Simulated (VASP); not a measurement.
**InAgS: single point with PBE**

InAgS:

```
In Ag S
1.0
     4.29910    0.00000    0.00000
     0.00000    4.29910    0.00000
     0.00000    0.00000    4.11094
In Ag S
1 1 1
Direct
  0.00000 0.00000 0.00000
  0.50000 0.50000 0.50000
  0.50000 0.50000 0.00000
```

The cell was built by a generator and needn't be a form met in nature.

The cell isn't the ideal one: random cell by space group and Wyckoff sites (P4/mmm, No. 123).

```json
{
 "Program": "VASP 6.6.1",
 "Task": "single point",
 "Functional": "PBE",
 "Potentials or basis": "VASP PAW PBE potentials, release 64 (In_d, Ag, S)",
 "Cutoff": "520 eV",
 "k mesh": "4 × 4 × 4",
 "Occupations": "gaussian, width 0.1 eV",
 "Spin": "no spin polarisation",
 "Dipole correction": "no",
 "Further INCAR settings": "ALGO = Normal; EDIFF = 1e-07; NBANDS = 22"
}
```

```
Pressure               : 15.5 GPa
Band gap on the k mesh : none (metal or under the smearing width)
```

Stress tensor (GPa, compression positive):
```
 2.38  0.00  0.00
 0.00  2.38  0.00
 0.00  0.00 41.70
```

Levels at points of the mesh, in eV from the Fermi level:
```csv
k point,band 13,band 14,band 15,band 16,band 17,band 18
"(0.00, 0.00, 0.00)",-3.74,-3.74,-2.71,1.79,4.12,4.35
"(0.50, 0.00, 0.00)",-3.89,-3.14,-0.59,1.10,2.79,3.43
"(0.50, 0.50, 0.00)",-4.82,-3.82,-3.58,3.43,3.43,3.46
"(0.00, 0.00, 0.50)",-3.51,-1.29,-1.29,2.14,4.17,4.17
"(0.50, 0.00, 0.50)",-3.15,-1.42,-0.80,0.89,1.62,3.13
"(0.50, 0.50, 0.50)",-2.51,-2.17,-2.17,0.80,1.37,1.37
```

Run time: 22 s on 1 thread of Intel(R) Xeon(R) Platinum 8488C (Sapphire Rapids), with other jobs on the host, peak memory 0.19 GiB.

Caveat: the k mesh is coarse (spacing up to 0.38 Å⁻¹), so the values aren't converged; so large a pressure means that the cell lies far from this level's equilibrium, or that cutoff or potentials fall short.
